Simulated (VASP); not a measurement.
Given:

```xyz
2
Lattice="1.3550 -2.3469 0.0000 1.3550 2.3469 0.0000 0.0000 0.0000 4.2800" Properties=species:S:1:pos:R:3 pbc="T T T"
Ru     1.3550     0.7823     1.0700
Ru     1.3550    -0.7823     3.2100
```

Level of theory: PBE GGA, VASP's PBE PAW potentials (set 64) (plane waves; VASP). Numerical set-up: 300 eV cut-off, 9×9×5 Γ-centred mesh, Fermi-Dirac smearing of 0.14 eV, potentials Ru_pv.

Task: Give the energies of bands 7 to 17 at the high-symmetry points, in eV from the Fermi level.

Result: 
```tsv
band	Γ	M	K	A	L	H
7	-8.05	-6.19	-5.63	-6.12	-6.10	-4.74
8	-6.25	-5.54	-4.37	-6.12	-6.10	-4.74
9	-2.65	-5.42	-4.37	-2.82	-4.57	-4.16
10	-2.65	-3.08	-3.83	-2.82	-4.57	-4.16
11	-2.45	-2.12	-2.88	-2.82	-1.12	-2.77
12	-1.97	-1.86	-2.88	-2.82	-1.12	-2.77
13	-1.97	-1.56	-1.13	-2.75	0.39	-1.24
14	-1.46	1.34	0.95	-2.75	0.39	-1.24
15	-1.46	1.76	0.95	0.48	1.60	1.16
16	1.12	1.86	1.39	0.48	1.60	1.16
17	1.12	3.98	6.93	0.48	3.32	8.35
```

It has no gap at this level: it comes out as a metal or semimetal.

The structure is a typed Ru crystal (P6_3/mmc). The cell was not relaxed at this level.
